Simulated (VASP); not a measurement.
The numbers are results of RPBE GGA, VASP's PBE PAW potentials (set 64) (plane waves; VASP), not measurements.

Input for VASP

KPOINTS:
```
Regular mesh
0
Gamma
  11 11 6
```

POSCAR:
```
Dy
1
    1.7950000000    -3.1090310000     0.0000000000
    1.7950000000     3.1090310000     0.0000000000
    0.0000000000     0.0000000000     5.6500000000
Dy
2
Direct
  0.3333330000   0.6666670000   0.2500000000
  0.6666670000   0.3333330000   0.7500000000
```

### INCAR
```
SYSTEM = Dy
PREC = Accurate
ENCUT = 520
EDIFF = 1E-6
NELM = 100
ALGO = Normal
LREAL = .FALSE.
LASPH = .TRUE.
ISMEAR = 1
SIGMA = 0.1
GGA = RP
LMAXMIX = 6
LWAVE = .FALSE.
LCHARG = .FALSE.
IBRION = 2
ISIF = 3
NSW = 60
EDIFFG = -0.01
```

POTCAR, in this order: Dy_3 (PBE.64 set). Program: vasp_std.

Output

### OSZICAR
```
       N       E                     dE             d eps       ncg     rms          rms(c)
DAV:   1     0.521550238834E+02    0.52155E+02   -0.88097E+03  1664   0.124E+03
DAV:   2    -0.493103818581E+01   -0.57086E+02   -0.55950E+02  1689   0.315E+02
DAV:   3    -0.822795047642E+01   -0.32969E+01   -0.30606E+01  2317   0.410E+01
DAV:   4    -0.835554918866E+01   -0.12760E+00   -0.12619E+00  2201   0.874E+00
DAV:   5    -0.835922245644E+01   -0.36733E-02   -0.36704E-02  2368   0.107E+00    0.244E+01
DAV:   6    -0.836582903545E+01   -0.66066E-02   -0.23277E-02  2528   0.148E+00    0.146E+01
DAV:   7    -0.837787728884E+01   -0.12048E-01   -0.44109E-02  2472   0.207E+00    0.249E-01
DAV:   8    -0.837769035761E+01    0.18693E-03   -0.23894E-03  2109   0.412E-01    0.677E-02
DAV:   9    -0.837771610356E+01   -0.25746E-04   -0.22608E-04  2130   0.138E-01    0.338E-02
DAV:  10    -0.837770832135E+01    0.77822E-05   -0.38985E-05  2208   0.497E-02    0.449E-02
DAV:  11    -0.837770997749E+01   -0.16561E-05   -0.49826E-06  1929   0.193E-02    0.105E-03
DAV:  12    -0.837771029049E+01   -0.31300E-06   -0.34096E-07  1107   0.637E-03
   1 F= -.83777103E+01 E0= -.83783102E+01  d E =-.837771E+01
       N       E                     dE             d eps       ncg     rms          rms(c)
DAV:   1    -0.866252867259E+01   -0.28482E+00   -0.53535E+00  1664   0.189E+01    0.295E+00
DAV:   2    -0.848606502039E+01    0.17646E+00   -0.40789E-01  1879   0.684E+00    0.134E+00
DAV:   3    -0.840520703950E+01    0.80858E-01   -0.18129E-01  2464   0.345E+00    0.438E-01
DAV:   4    -0.840359738559E+01    0.16097E-02   -0.13966E-02  2177   0.103E+00    0.309E-01
DAV:   5    -0.840360257778E+01   -0.51922E-05   -0.13835E-03  2009   0.309E-01    0.322E-02
DAV:   6    -0.840360137703E+01    0.12008E-05   -0.70599E-05  2574   0.834E-02    0.255E-02
DAV:   7    -0.840360284888E+01   -0.14719E-05   -0.60162E-06  2074   0.274E-02    0.847E-03
DAV:   8    -0.840360233252E+01    0.51636E-06   -0.16273E-06  1062   0.115E-02
   2 F= -.84036023E+01 E0= -.84047657E+01  d E =-.258920E-01
       N       E                     dE             d eps       ncg     rms          rms(c)
DAV:   1    -0.840928596843E+01   -0.56831E-02   -0.10223E-01  1664   0.259E+00    0.400E-01
DAV:   2    -0.840585668963E+01    0.34293E-02   -0.77219E-03  1894   0.932E-01    0.186E-01
DAV:   3    -0.840427315640E+01    0.15835E-02   -0.38673E-03  2464   0.513E-01    0.661E-02
DAV:   4    -0.840426782645E+01    0.53300E-05   -0.21915E-04  2185   0.128E-01    0.494E-02
DAV:   5    -0.840427442093E+01   -0.65945E-05   -0.28265E-05  1829   0.415E-02    0.448E-03
DAV:   6    -0.840427428216E+01    0.13877E-06   -0.12018E-06  1034   0.129E-02
   3 F= -.84042743E+01 E0= -.84054380E+01  d E =-.265640E-01
       N       E                     dE             d eps       ncg     rms          rms(c)
DAV:   1    -0.840434021913E+01   -0.65798E-04   -0.15385E-03  1664   0.319E-01    0.499E-02
DAV:   2    -0.840428659037E+01    0.53629E-04   -0.11856E-04  1919   0.115E-01    0.233E-02
DAV:   3    -0.840426172215E+01    0.24868E-04   -0.58532E-05  2464   0.632E-02    0.813E-03
DAV:   4    -0.840426190615E+01   -0.18400E-06   -0.35115E-06  1618   0.164E-02
   4 F= -.84042619E+01 E0= -.84054239E+01  d E =-.265516E-01
       N       E                     dE             d eps       ncg     rms          rms(c)
DAV:   1    -0.840673745442E+01   -0.24757E-02   -0.92327E-02  1664   0.231E+00    0.196E-01
DAV:   2    -0.840567534719E+01    0.10621E-02   -0.19083E-03  2209   0.469E-01    0.117E-01
DAV:   3    -0.840513431938E+01    0.54103E-03   -0.63712E-04  2143   0.222E-01    0.576E-02
DAV:   4    -0.840514144847E+01   -0.71291E-05   -0.14015E-04  2371   0.908E-02    0.329E-02
DAV:   5    -0.840514276695E+01   -0.13185E-05   -0.32029E-06  1603   0.158E-02    0.267E-03
DAV:   6    -0.840514256196E+01    0.20499E-06   -0.47580E-07   887   0.656E-03
   5 F= -.84051426E+01 E0= -.84064557E+01  d E =-.880656E-03
       N       E                     dE             d eps       ncg     rms          rms(c)
DAV:   1    -0.840634375578E+01   -0.12010E-02   -0.56241E-02  1664   0.180E+00    0.155E-01
DAV:   2    -0.840570276309E+01    0.64099E-03   -0.11618E-03  2214   0.366E-01    0.904E-02
DAV:   3    -0.840537320282E+01    0.32956E-03   -0.39381E-04  2143   0.175E-01    0.415E-02
DAV:   4    -0.840537806152E+01   -0.48587E-05   -0.85873E-05  2356   0.709E-02    0.248E-02
DAV:   5    -0.840537898448E+01   -0.92296E-06   -0.18825E-06  1344   0.122E-02
   6 F= -.84053790E+01 E0= -.84067921E+01  d E =-.111708E-02
```

File OUTCAR:
```
------------------------ aborting loop because EDIFF is reached ----------------------------------------
  FORCE on cell =-STRESS in cart. coord.  units (eV):
  Direction    XX          YY          ZZ          XY          YZ          ZX
  --------------------------------------------------------------------------------------
  Total        0.0079761      0.0079761     -0.0085546      0.0000000     -0.0000000      0.0000000
  in kB        0.1920291      0.1920291     -0.2059579      0.0000000     -0.0000000      0.0000000
  external PRESSURE =       0.0593668 kB  Pullay stress =       0.0000000 kB
  volume of cell :       66.55
      direct lattice vectors                 reciprocal lattice vectors
     1.839343193 -3.185835648  0.000000000     0.271836165 -0.156944694 -0.000000000
     1.839343193  3.185835648 -0.000000000     0.271836165  0.156944694  0.000000000
     0.000000000 -0.000000000  5.678271726     0.000000000  0.000000000  0.176109924
 POSITION                                       TOTAL-FORCE (eV/Angst)
 -----------------------------------------------------------------------------------
      1.83934      1.06195      1.41957         0.000000     -0.000000      0.000000
      1.83934     -1.06195      4.25870        -0.000000      0.000000      0.000000
 -----------------------------------------------------------------------------------
    total drift:                                0.000000      0.000106     -0.000011
  FREE ENERGIE OF THE ION-ELECTRON SYSTEM (eV)
  ---------------------------------------------------
  free  energy   TOTEN  =        -8.4053789845 eV

  energy  without entropy=       -8.4096183984  energy(sigma->0) =       -8.40679212

 reached required accuracy - stopping structural energy minimisation
```
(Selected blocks of OUTCAR.)

CONTCAR:
```
Dy
   1.00000000000000
     1.8393431928827826   -3.1858356481601007    0.0000000000000000
     1.8393431928827826    3.1858356481601007   -0.0000000000000000
     0.0000000000000000   -0.0000000000000000    5.6782717260043549
  Dy
     2
Direct
     0.3333330000000032    0.6666669999999968    0.2500000000000000
     0.6666669999999968    0.3333330000000032    0.7500000000000000
```

The 4f electrons are frozen in the core of the lanthanide potential, so 4f levels, which can set the real gap, and their magnetism are missing. Energy and stress use the plane-wave basis of the starting cell.

The compound is Dy in the hcp structure. This run relaxes it. Symmetry was kept, so distortions that lower it aren't found.
